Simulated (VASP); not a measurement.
Set up this calculation in VASP 6.6.1, as the native input.

```yaml
Task: single point
Functional: PBE
Potentials_or_basis: VASP PAW PBE potentials, release 64 (Sn_d, Ge_d, Se)
Cutoff: 520 eV
k_mesh: 4 × 4 × 4
Occupations: gaussian, width 0.05 eV
Spin: no spin polarisation
Dipole_correction: no
Further_INCAR_settings: ALGO = Normal; EDIFF = 1e-07; NBANDS = 31
```

The structure of SnGeSe3 lies in POSCAR:

```
SnGeSe3
1.0
    5.4200000000      0.0000000000      0.0000000000
    0.0000000000      5.4200000000      0.0000000000
    0.0000000000      0.0000000000      5.4200000000
Sn Ge Se
1 1 3
Direct
    0.0000000000      0.0000000000      0.0000000000
    0.5000000000      0.5000000000      0.5000000000
    0.5000000000      0.5000000000      0.0000000000
    0.5000000000      0.0000000000      0.5000000000
    0.0000000000      0.5000000000      0.5000000000
```

The cell comes from a database or a generator and needn't be the stable form of this composition.

One way to write it, as run:

INCAR

```
SYSTEM = SnGeSe3
PREC     = Accurate       ! precision mode
ENCUT    = 520            ! plane-wave cutoff, eV
EDIFF    = 1E-7           ! SCF threshold, eV
ISMEAR   = 0              ! smearing method
SIGMA    = 0.05           ! smearing width, eV
LREAL    = .FALSE.        ! projectors in reciprocal space
LASPH    = .TRUE.         ! aspherical terms in the spheres
NELM     = 100            ! most SCF steps
ALGO     = Normal         ! electronic algorithm
ISIF     = 2              ! what is computed and relaxed
LWAVE    = .FALSE.        ! write WAVECAR
LCHARG   = .TRUE.         ! write CHGCAR
GGA      = PE             ! functional
LELF     = .TRUE.         ! ELF
LVHAR    = .TRUE.       
NBANDS   = 31             ! bands
```

KPOINTS

```
Automatic mesh
0
G
  4 4 4
  0 0 0
```

Potentials or basis: VASP PAW PBE potentials, release 64 (Sn_d, Ge_d, Se).

Run with:

```bash
$ cat potpaw_PBE.64/Sn_d/POTCAR potpaw_PBE.64/Ge_d/POTCAR potpaw_PBE.64/Se/POTCAR > POTCAR
$ mpirun -np 1 vasp_std > vasp.out
```

Results of the run:

The pressure is -6.7 GPa. The band gap on the k mesh is none (metal or under the smearing width).

Run time: 46 s on 1 thread of Intel(R) Xeon(R) Platinum 8175M CPU @ 2.50GHz (Skylake/Cascade Lake), with other jobs on the host, peak memory 0.26 GiB.
